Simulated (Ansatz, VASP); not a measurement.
# K2MnF4 (K2MnF4 (I4/mmm)) in two plane-wave programs, part 2 of 2

Aim: how closely do two programs agree when they are given the same cell, functional and k mesh? The cell is taken from a series of runs on this material, whose earlier steps may have relaxed, scaled, displaced or heated it; both programs get it as it stands.

VASP 6.6.1 and Ansatz 0.2.0.

So far: The starting structure; Ansatz: relaxation of cell and atoms, PBEsol, DFT+U.

**3. VASP: relaxation of cell and atoms, PBEsol, DFT+U**

Level of this step: PBEsol, DFT+U (Mn d 4 eV), spin-polarised from a ferromagnetic start; plane waves and PAW (K_sv, Mn_pv, F) (VASP).

The same cell, functional and mesh now go to VASP, with its own data sets.

Lines of VASP's logs that name or quote its potential files are left out, and so is its time.

The input, INCAR:

```
SYSTEM = K2MnF4
PREC = Accurate
ENCUT = 600
EDIFF = 1E-07
NELM = 200
ISMEAR = 0
SIGMA = 0.01
LREAL = .FALSE.
ALGO = Normal
GGA = PS
NBANDS = 43
ISPIN = 2
MAGMOM = 0 0 4.2 0.03 0.03 0.05 0.05
LDAU = .TRUE.
LDAUTYPE = 2
LDAUL = -1 2 -1
LDAUU = 0 4 0
LDAUJ = 0 0 0
LDAUPRINT = 1
LASPH = .TRUE.
LMAXMIX = 4
LORBIT = 11
LWAVE = .FALSE.
LCHARG = .FALSE.
ISIF = 3
NUPDOWN = 5
IBRION = 2
NSW = 80
EDIFFG = -0.005
GGA_COMPAT = .FALSE.
NELMIN = 4
KPAR = 2
```

The input, POSCAR:

```
K2MnF4
1.0
   -2.0772620000      2.0772620000      6.6026140000
    2.0772620000     -2.0772620000      6.6026140000
    2.0772620000      2.0772620000     -6.6026140000
K Mn F
2 1 4
Direct
    0.3545995571      0.3545995571      0.0000000000
    0.6454004429      0.6454004429      0.0000000000
    0.0000000000      0.0000000000      0.0000000000
    0.1597634664      0.1597634664      0.0000000000
    0.8402365336      0.8402365336      0.0000000000
    0.5000000000      0.0000000000      0.5000000000
    0.0000000000      0.5000000000      0.5000000000
```

The input, KPOINTS:

```
Automatic mesh
0
Gamma
9 9 9
0 0 0
```

The projector-augmented-wave data sets are K_sv, Mn_pv and F (PBE family, release 64).

On the command line:

```bash
> mpirun -np 2 vasp_std
```

Numbers of over 12 decimals in the logs are rounded to 6 here.

Output:

```text
[banner, memory and clock lines left out]
running    2 mpi-ranks, on    1 nodes
 distrk:  each k-point on    1 cores,    2 groups
 distr:  one band on    1 cores,    1 groups

 POSCAR found type information on POSCAR K MnF
 POSCAR found :  3 types and       7 ions
|                                                                             |
|               ----> ADVICE to this user running VASP <----                  |
|                                                                             |
|     You enforced a specific xc type in the INCAR file but a different       |
|     [... a line on the potential file left out ...]
|     I HOPE YOU KNOW WHAT YOU ARE DOING!                                     |
|                                                                             |

 LDA part: xc-table for (Slater+PW92), standard interpolation
 POSCAR, INCAR and KPOINTS ok, starting setup
 FFT: planning ... GRIDC
 FFT: planning ... GRID_SOFT
 FFT: planning ... GRID
 WAVECAR not read
 entering main loop
       N       E                     dE             d eps       ncg     rms          rms(c)
DAV:   1     0.661498230007E+03    0.66150E+03   -0.33225E+04 13028   0.153E+03
DAV:   2     0.175488935102E+02   -0.64395E+03   -0.61003E+03 13731   0.443E+02
DAV:   3    -0.357133018999E+02   -0.53262E+02   -0.52770E+02 15370   0.131E+02
DAV:   4    -0.386579060683E+02   -0.29446E+01   -0.29302E+01 20938   0.207E+01
DAV:   5    -0.387038904057E+02   -0.45984E-01   -0.45954E-01 17353   0.270E+00    0.176E+01
DAV:   6    -0.364870895387E+02    0.22168E+01   -0.16187E+01 16237   0.249E+01    0.142E+01
DAV:   7    -0.369078097667E+02   -0.42072E+00   -0.13922E+00 15432   0.819E+00    0.924E+00
DAV:   8    -0.367648637818E+02    0.14295E+00   -0.23731E-01 15554   0.357E+00    0.575E+00
DAV:   9    -0.369870634312E+02   -0.22220E+00   -0.87051E-02 15749   0.252E+00    0.833E-01
DAV:  10    -0.369860826222E+02    0.98081E-03   -0.23281E-02 17837   0.893E-01    0.195E-01
DAV:  11    -0.369875929909E+02   -0.15104E-02   -0.22298E-03 15504   0.285E-01    0.165E-01
DAV:  12    -0.369882263639E+02   -0.63337E-03   -0.41073E-04 15815   0.153E-01    0.752E-02
DAV:  13    -0.369884584756E+02   -0.23211E-03   -0.19580E-04 14502   0.774E-02    0.296E-02
DAV:  14    -0.369885295981E+02   -0.71122E-04   -0.65164E-05 14577   0.402E-02    0.151E-02
DAV:  15    -0.369885364822E+02   -0.68841E-05   -0.65691E-06 16800   0.133E-02    0.940E-03
DAV:  16    -0.369885371535E+02   -0.67125E-06   -0.98454E-07 14589   0.530E-03    0.396E-03
DAV:  17    -0.369885378544E+02   -0.70097E-06   -0.77102E-07 13654   0.433E-03    0.203E-03
DAV:  18    -0.369885379596E+02   -0.10516E-06   -0.24590E-07 12693   0.262E-03    0.609E-04
DAV:  19    -0.369885379803E+02   -0.20681E-07   -0.30001E-08 11750   0.971E-04
   1 F= -.36988538E+02 E0= -.36988538E+02  d E =-.369885E+02  mag=     5.0000
[...]
2 F= -.36990289E+02 E0= -.36990289E+02  d E =-.175134E-02  mag=     5.0000
[...]
3 F= -.36990566E+02 E0= -.36990566E+02  d E =-.202753E-02  mag=     5.0000
[...]
4 F= -.36990860E+02 E0= -.36990860E+02  d E =-.294646E-03  mag=     5.0000
[...]
5 F= -.36990910E+02 E0= -.36990910E+02  d E =-.344109E-03  mag=     5.0000
[...]
6 F= -.36990934E+02 E0= -.36990934E+02  d E =-.242821E-04  mag=     5.0000
 trial-energy change:   -0.000024  1 .order   -0.000025   -0.000030   -0.000019
 step:   3.4896(harm=  3.4896)  dis= 0.00247  next Energy=   -36.990952 (dE=-0.422E-04)
 bond charge predicted
       N       E                     dE             d eps       ncg     rms          rms(c)
DAV:   1    -0.369910064079E+02   -0.72589E-04   -0.42110E-02 12906   0.990E-01    0.943E-02
DAV:   2    -0.369909778198E+02    0.28588E-04   -0.96907E-04 14607   0.163E-01    0.553E-02
DAV:   3    -0.369909603731E+02    0.17447E-04   -0.24628E-05 17839   0.402E-02    0.236E-02
DAV:   4    -0.369909511425E+02    0.92306E-05   -0.10091E-05 19062   0.212E-02    0.113E-02
DAV:   5    -0.369909500427E+02    0.10998E-05   -0.31815E-06 18509   0.109E-02    0.558E-03
DAV:   6    -0.369909501657E+02   -0.12300E-06   -0.26920E-07 15317   0.390E-03    0.237E-03
DAV:   7    -0.369909503285E+02   -0.16283E-06   -0.77580E-08 10692   0.177E-03    0.869E-04
DAV:   8    -0.369909503558E+02   -0.27314E-07   -0.19678E-08  7706   0.842E-04
   7 F= -.36990950E+02 E0= -.36990950E+02  d E =-.407396E-04  mag=     5.0000
 curvature:  -1.92 expect dE=-0.276E-05 dE for cont linesearch -0.232E-09
 trial: gam= 0.05139 g(F)=  0.109E-05 g(S)=  0.352E-06 ort =-0.567E-07 (trialstep = 0.170E+01)
 search vector abs. value=  0.150E-05
 reached required accuracy - stopping structural energy minimisation
```

OUTCAR, selected parts (step 3):

```text
ion  position               nearest neighbor table
   1  0.355  0.355  0.000-   4 2.57   6 2.83   7 2.83   6 2.83   7 2.83
   2  0.645  0.645  0.000-   5 2.57   6 2.83   7 2.83   6 2.83   7 2.83
   3  0.000  0.000  0.000-   6 2.08   7 2.08   7 2.08   6 2.08   4 2.11   5 2.11
   4  0.160  0.160  0.000-   3 2.11   1 2.57
   5  0.840  0.840  0.000-   3 2.11   2 2.57
   6  0.500  0.000  0.500-   3 2.08   3 2.08   2 2.83   1 2.83   1 2.83   2 2.83
   7  0.000  0.500  0.500-   3 2.08   3 2.08   2 2.83   1 2.83   2 2.83   1 2.83

  LATTYP: Found a body centered tetragonal cell.
 ALAT       =     4.1545240000
 C/A-ratio  =     3.1785176834

 Subroutine GETGRP returns: Found 16 space group operations
 (whereof 16 operations were pure point group operations)

The static configuration has the point symmetry D_4h.

 Found     75 irreducible k-points:

   k-points           NKPTS =     75   k-points in BZ     NKDIM =     75   number of bands    NBANDS=     43

   dimension x,y,z NGX =    60 NGY =   60 NGZ =   60
   dimension x,y,z NGXF=   120 NGYF=  120 NGZF=  120

   ENCUT  =  600.0 eV  44.10 Ry    6.64 a.u.  14.43 14.43 14.43*2*pi/ulx,y,z

   NELECT =      59.0000    total number of electrons

 k-points in reciprocal lattice and weights: Automatic mesh
   0.00000000  0.00000000  0.00000000       0.001
   0.11111111  0.00000000 -0.00000000       0.011
   0.22222222  0.00000000 -0.00000000       0.011
   0.33333333  0.00000000  0.00000000       0.011
   0.44444444  0.00000000 -0.00000000       0.011
   0.11111111  0.11111111 -0.00000000       0.011
   0.22222222  0.11111111 -0.00000000       0.022
   0.33333333  0.11111111  0.00000000       0.022
   0.44444444  0.11111111 -0.00000000       0.022
[...]
o =  0.9874  v =  0.0000 -0.0000  0.0000 -0.0000 -1.0000  0.0000  0.0000  0.0000  0.0000  0.0000      0.0000  0.0000  0.0000  0.0000  0.0000  0.0000  0.0000  0.0000  0.0000  0.0000
  o =  0.9875  v =  0.0000  0.0000  1.0000  0.0000  0.0000  0.0000  0.0000  0.0000  0.0000  0.0000      0.0000  0.0000  0.0000  0.0000  0.0000  0.0000  0.0000  0.0000  0.0000  0.0000

 average (electrostatic) potential at core
       1 -35.2478       2 -35.2478       3 -71.8794       4 -77.3248       5 -77.3248
       6 -78.2167       7 -78.2167

 E-fermi :  -2.0250

 spin component 1
 k-point     1 :       0.0000    0.0000    0.0000
  band No.  band energies     occupation
    ...
     28      -2.0640      1.00000
     29      -1.5874      1.00000
     30      -1.3492      1.00000
     31      -1.3492      1.00000
     32      -0.4580      1.00000
     33       3.6630      0.00000
     34       7.0555      0.00000
     35       7.2007      0.00000
     36       7.4501      0.00000
     37       8.1460      0.00000
    ...

 k-point     2 :       0.1111    0.0000   -0.0000
  band No.  band energies     occupation
    ...
     28      -1.9208      1.00000
     29      -1.3899      1.00000
     30      -1.3463      1.00000
     31      -1.3227      1.00000
     32      -0.3463      1.00000
     33       3.8820      0.00000
     34       7.0407      0.00000
     35       7.2320      0.00000
     36       7.6298      0.00000
     37       8.2527      0.00000
    ...

 k-point     3 :       0.2222    0.0000   -0.0000
  band No.  band energies     occupation
    ...
     28      -1.6427      1.00000
     29      -1.3393      1.00000
     30      -1.2423      1.00000
     31      -1.1565      1.00000
     32      -0.0097      1.00000
     33       4.4878      0.00000
     34       7.0767      0.00000
     35       7.3087      0.00000
     36       8.0285      0.00000
     37       8.4846      0.00000
    ...

 k-point     4 :       0.3333    0.0000    0.0000
  band No.  band energies     occupation
    ...
     28      -1.3936      1.00000
     29      -1.3312      1.00000
     30      -1.1300      1.00000
     31      -1.0565      1.00000
     32       0.3802      1.00000
     33       5.3485      0.00000
     34       7.1799      0.00000
     35       7.3172      0.00000
     36       8.4423      0.00000
     37       8.5512      0.00000
    ...

 k-point     5 :       0.4444    0.0000   -0.0000
  band No.  band energies     occupation
    ...
     28      -1.3272      1.00000
     29      -1.2501      1.00000
     30      -1.0526      1.00000
     31      -1.0172      1.00000
     32       0.6169      1.00000
     33       6.2759      0.00000
     34       7.0168      0.00000
     35       7.2927      0.00000
     36       8.3408      0.00000
     37       8.7155      0.00000
    ...

 k-point     6 :       0.1111    0.1111   -0.0000
  band No.  band energies     occupation
    ...
     28      -1.8193      1.00000
     29      -1.3192      1.00000
     30      -1.3139      1.00000
     31      -1.1533      1.00000
     32      -0.2724      1.00000
     33       4.1223      0.00000
     34       6.9374      0.00000
     35       7.2429      0.00000
     36       7.8142      0.00000
     37       8.3785      0.00000
    ...

  Total       -0.0040423     -0.0040423     -0.0042924      0.0000000      0.0000000      0.0000000
  in kB       -0.0564186     -0.0564186     -0.0599086      0.0000000      0.0000000      0.0000000
  external PRESSURE =      -0.0575819 kB  Pullay stress =       0.0000000 kB

  energy-cutoff  :      600.00
  volume of cell :      114.79
      direct lattice vectors                 reciprocal lattice vectors
    -2.088229295  2.088229295  6.581189325     0.000000000  0.239437308  0.075974110
     2.088229295 -2.088229295  6.581189325     0.239437308  0.000000000  0.075974110
     2.088229295  2.088229295 -6.581189325     0.239437308  0.239437308  0.000000000

 POSITION                                       TOTAL-FORCE (eV/Angst)
 -----------------------------------------------------------------------------------
      0.00000      0.00000      4.66226        -0.000000     -0.000000      0.003288
      2.08823      2.08823      1.91893        -0.000000     -0.000000     -0.003288
      0.00000     -0.00000      0.00000         0.000000      0.000000     -0.000000
      0.00000      0.00000      2.10656        -0.000000     -0.000000     -0.000673
      0.00000      0.00000     11.05582         0.000000      0.000000      0.000673
      0.00000      2.08823      0.00000         0.000000      0.000000     -0.000000
      2.08823      0.00000      0.00000         0.000000      0.000000     -0.000000
 -----------------------------------------------------------------------------------
    total drift:                               -0.000000      0.000000      0.000000

  FREE ENERGIE OF THE ION-ELECTRON SYSTEM (eV)
  ---------------------------------------------------
  free  energy   TOTEN  =       -36.9909503558 eV

  energy  without entropy=      -36.9909503558  energy(sigma->0) =      -36.99095036

 reached required accuracy - stopping structural energy minimisation

 total charge
# of ion       s       p       d       tot
------------------------------------------
    1        1.953   5.574   0.025   7.552
    2        1.953   5.574   0.025   7.552
    3        0.184   6.175   4.978  11.337
    4        1.724   4.342   0.000   6.066
    5        1.724   4.342   0.000   6.066
    6        1.726   4.366   0.000   6.092
    7        1.726   4.366   0.000   6.092
--------------------------------------------------
tot         10.992  34.738   5.028  50.757

 magnetization (x)
# of ion       s       p       d       tot
------------------------------------------
    1        0.000   0.000   0.000   0.001
    2        0.000   0.000   0.000   0.001
    3        0.024   0.025   4.615   4.663
    4        0.002   0.022   0.000   0.025
    5        0.002   0.022   0.000   0.025
    6        0.005   0.037   0.000   0.043
    7        0.005   0.037   0.000   0.043
--------------------------------------------------
tot          0.038   0.145   4.616   4.799

[... 6 further parts left out ...]
```

The cell holds one magnetic atom, so no antiferromagnetic order fits into it.

**4. Comparison**

Known differences besides the potentials themselves: VASP starts from the moments at which Ansatz ended; U acts on the PAW sphere in VASP and on atomic orbitals in Ansatz, so only states and trends compare; fixed occupations in Ansatz, narrow Gaussian smearing in VASP; the data sets hold 61 valence electrons in Ansatz (on its PAW soft_1 files) and 59 in VASP; the cutoff is 420 eV in Ansatz and 600 eV in VASP; Ansatz makes its cores anew for this functional, VASP keeps those of its PBE data sets; site moments are counted in spheres of each program's own size. Total energies have different zeros and are not compared.

Both answers:

| quantity | Ansatz | VASP | difference |
| --- | --- | --- | --- |
| volume (Å³) | 115.72 | 114.79 | +0.80 % |
| edge a after relaxation, in the typed setting (Å) | 7.215 | 7.213 | +0.03 % |
| total moment, fixed by the input (μB) | 5.00 | 5.00 | 0.00 |
| moment on Mn3 (μB) | 4.20 | 4.66 | -0.46 |
| moment on F6 (μB) | 0.05 | 0.04 | +0.01 |
| moment on F7 (μB) | 0.05 | 0.04 | +0.01 |

**5. Summary of results**

| Quantity | Value |
| --- | --- |
| difference in volume (relaxation of cell and atoms, PBEsol, DFT+U) | 0.80 % |

In words: The difference in volume is 0.80 % (relaxation of cell and atoms, PBEsol, DFT+U). The data sets hold unlike numbers of valence electrons (61 in Ansatz and 59 in VASP), so part of the differences comes from the potentials. How closely two codes agree says nothing of how well the functional describes the real material.

[Lines on the potential files, build, host, timing and source positions are cut from VASP's logs without a mark.]

[Logs are printed without paths, hosts, clocks, repeated set-up lines and the standing remarks that a program may print on its own settings, such as how far it seeks lower states.]

[Hosts, paths, dates, database ids (printed as entryN), source tags and the programs' standing remarks are cut or masked in the printed files.]
